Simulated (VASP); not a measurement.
Here is the system:

```yaml
crystal:
  lattice:
    - [3.56946, 2.06083, 3.48535]
    - [-3.56946, 2.06083, 3.48535]
    - [0.00000, -4.12166, 3.48535]
  atoms:
    - { symbol: Ge, position: [0.73653, 0.73653, 0.73653] }
    - { symbol: Ge, position: [0.26347, 0.26347, 0.26347] }
    - { symbol: P, position: [0.21069, 0.21069, 0.73177] }
    - { symbol: P, position: [0.78931, 0.78931, 0.26823] }
    - { symbol: P, position: [0.73177, 0.21069, 0.21069] }
    - { symbol: P, position: [0.26823, 0.78931, 0.78931] }
    - { symbol: P, position: [0.21069, 0.73177, 0.21069] }
    - { symbol: P, position: [0.78932, 0.26823, 0.78931] }
```

The numbers are results of PBEsol GGA, VASP's PBE PAW potentials (set 64) (plane waves; VASP), not measurements. Settings: 300 eV cut-off, 5×5×5 Γ-centred mesh, Fermi-Dirac smearing of 0.14 eV, potentials Ge_d P.

Q: Give the energies of bands 20 to 33 at the high-symmetry points, in eV from the Fermi level.

A: 
```
band      Γ      T     H2      L     S0      F
----  -----  -----  -----  -----  -----  -----
20    -4.47  -3.11  -3.37  -5.50  -5.17  -5.18
21    -4.43  -3.11  -3.19  -5.47  -4.65  -4.65
22    -4.12  -2.30  -2.85  -4.92  -4.25  -4.36
23    -3.75  -2.30  -2.48  -3.98  -2.96  -2.86
24    -3.75  -2.14  -2.21  -3.97  -2.90  -2.75
25    -3.13  -1.04  -1.94  -3.00  -2.01  -1.82
26    -3.13  -1.04  -1.31  -2.35  -1.67  -1.48
27    -3.13  -0.06  -0.56  -1.53  -1.42  -1.43
28    -1.97  -0.06  -0.25  -1.29  -1.32  -1.36
29    -1.38   0.72   0.83  -0.81   0.37   0.24
30    -1.38   0.79   0.99   0.42   0.84   0.67
31     1.37   0.79   1.01   1.87   1.65   1.68
32     1.37   0.89   1.16   2.30   1.93   1.89
33     1.65   0.91   1.31   2.47   2.10   2.22
```

It has no gap at this level: it comes out as a metal or semimetal.

The structure comes from a computed database's GeP3 entry (R-3m); how it stands against other phases isn't given here. The cell was not relaxed at this level.
